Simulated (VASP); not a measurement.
```xyz
6
Lattice="4.2660 0.0000 0.0000 0.0000 4.2660 0.0000 0.0000 0.0000 9.0090" Properties=species:S:1:pos:R:3 pbc="T T T"
Sr     2.1330     0.0000     1.3350
Sr     0.0000     2.1330     7.6740
I      2.1330     0.0000     6.0626
I      0.0000     2.1330     2.9464
F      2.1330     2.1330     0.0000
F      0.0000     0.0000     0.0000
```

The numbers are results of r2SCAN meta-GGA, VASP's PBE PAW potentials (set 64) (plane waves; VASP), not measurements. Settings: 520 eV cut-off, 6×6×3 Γ-centred mesh, tetrahedra with Blöchl corrections, potentials Sr_sv I F.

The cores are frozen, which limits the accuracy of field gradients.

Give the principal components of the electric field gradient (V/Å²) and the asymmetry η at each nucleus.

| atom | Vxx | Vyy | Vzz | η |
|---|---|---|---|---|
| Sr1 | -18.2 | -18.2 | 36.4 | 0.00 |
| Sr2 | -18.2 | -18.2 | 36.4 | 0.00 |
| I3 | 24.2 | 24.2 | -48.3 | 0.00 |
| I4 | 24.2 | 24.2 | -48.3 | 0.00 |
| F5 | 1.8 | 1.8 | -3.6 | 0.00 |
| F6 | 1.8 | 1.8 | -3.6 | 0.00 |

The structure comes from a computed database's SrIF entry (P4/nmm); how it stands against other phases isn't given here. It was relaxed first.
